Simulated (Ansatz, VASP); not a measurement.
**One calculation of NiMoIrPdW, two programs**

```xyz
5
Lattice="2.7608 0.0000 0.0000 -1.3804 2.3909 0.0000 0.0000 0.0000 11.3405" Properties=species:S:1:pos:R:3 pbc="T T T"
Ni   -0.0218   -0.0171    8.0376
Mo    1.4287    0.8047    3.3133
Pd    1.3867    0.8105   10.2172
Ir   -0.0004    0.0319    1.1833
W     1.3857    0.7780    5.9998
```

Change from the starting cell: atoms moved at random, drawn with an rms of 0.05 Å.

Alike in both runs: task single point; functional PBE; k mesh 11 × 11 × 3; occupations fermi-dirac, width 0.05 eV; collinear spin, ferromagnetic start.

|  | VASP | Ansatz |
| --- | --- | --- |
| version | VASP 6.6.1 | Ansatz 0.2.0 |
| potentials or method | VASP PAW PBE potentials, release 64 (Ni, Mo_sv, Pd, Ir, W_sv) | Ansatz PAW |
| plane-wave cutoff (eV) | 520 | 420 |
| valence electrons in the cell | 57 | 81 |

|  | VASP | Ansatz | Ansatz less VASP |
| --- | --- | --- | --- |
| gap on the k mesh at the Fermi level (eV) | none | none | - |
| pressure (GPa) | 0.4 | 0.0 | -0.40 |
| largest component of the traceless stress (GPa) | 1.55 | 1.55 | -0.001 |
| rms of the force components (eV/Å) | 0.191 | 0.185 | -0.0068 |
| net moment per atom (μB) | 0.00 | 0.00 | 0.000 |

Atom by atom the forces differ by 0.013 eV/Å (rms over components). A gap of «none» marks a metal or a gap that the smearing closes. The two sets of potentials don't hold the same shells in valence.

Caveats: the starting moments weren't kept (Ansatz). The runs have no spin-orbit coupling, so splittings on Ir, W are missing.
